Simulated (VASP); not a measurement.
Level of theory: PBE GGA, VASP's PBE PAW potentials (set 64) (plane waves; VASP 6.6.1).

A VASP calculation is set up with these files.

**INCAR**
```
SYSTEM=TiB2
PREC=Accurate; ENCUT=520; LREAL=.False.
LASPH=.False.
EDIFF=1E-6; NELM=100; ALGO=Normal
LMAXMIX=4
ISMEAR=1; SIGMA=0.1
GGA=PE
ISIF=2
LWAVE=.False.; LCHARG=.False.
```

### POSCAR
```
TiB2
1
    1.5453000000    -2.6765380000     0.0000000000
    1.5453000000     2.6765380000     0.0000000000
    0.0000000000     0.0000000000     3.2946000000
Ti B
1 2
Direct
  0.0000000000   0.0000000000   0.0000000000
  0.3333330000   0.6666670000   0.5000000000
  0.6666670000   0.3333330000   0.5000000000
```

KPOINTS:
```
Automatic mesh
0
gamma
10 10 8
0 0 0
```

POTCAR, in this order: Ti_sv B (PBE.64 set). Program: vasp_std.

What will the output report for the number of irreducible k-points (NKPTS), number of bands (NBANDS), largest plane-wave count, number of space-group operations, FFT grid (NGX, NGY, NGZ)?

```json
{
 "number of irreducible k-points (NKPTS)": "70",
 "number of bands (NBANDS)": "13",
 "largest_plane_wave_count": "752",
 "number_of_space_group_operations": "24",
 "FFT grid (NGX, NGY, NGZ)": "24 × 24 × 28"
}
```

The compound is TiB2 in the AlB2 type structure. The cell was not relaxed at this level. The run is one of a series of settings (LASPH = .FALSE. against the base run), some of them coarse on purpose.
